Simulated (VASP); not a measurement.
```
Sb
1.0
    3.77493    -2.11168    -0.03407
    3.77493     2.11168    -0.03407
    2.62500     0.00000     3.43800
Sb
2
Direct
  0.23724   0.23724   0.23724
  0.76276   0.76276   0.76276
```

All values below come from MS2 meta-GGA, VASP's PBE PAW potentials (set 64) (plane waves; VASP 6.6.1). Numerical set-up: 520 eV cut-off, 10×10×10 Γ-centred mesh, first-order Methfessel-Paxton smearing of 0.10 eV, potentials Sb.

Q: The ions and cell shape at fixed volume are relaxed. What does this cell relax into?

A: 
```
Sb
1.0
    3.71384    -2.13215    -0.06675
    3.71384     2.13215    -0.06675
    2.55276     0.00000     3.43897
Sb
2
Direct
  0.24089   0.24089   0.24089
  0.75911   0.75911   0.75911
```
Space group R-3m (166), at a tolerance of 0.03 Å.

Q: How much energy does the relaxation gain?

A: The energy (σ→0) changes by -5.9 meV/atom, in 7 ionic steps.

| step | E(σ→0) (eV) | max force (eV/Å) | pressure (GPa) | volume (Å³) |
|---|---|---|---|---|
| 1 | -0.4985 | 0.267 | 4.57 | 55.19 |
| 2 | -0.5050 | 0.158 | 4.12 | 55.19 |
| 3 | -0.5100 | 0.008 | 3.48 | 55.19 |
| 4 | -0.5101 | 0.013 | 3.37 | 55.19 |
| 5 | -0.5101 | 0.020 | 3.32 | 55.19 |
| 6 | -0.5104 | 0.007 | 3.31 | 55.19 |
| 7 | -0.5104 | 0.002 | 3.31 | 55.19 |

The compound is Sb in the a7 structure. This cell is one point of a volume scan, at 0.94 of the reference volume. Symmetry was kept, so distortions that lower it aren't found.
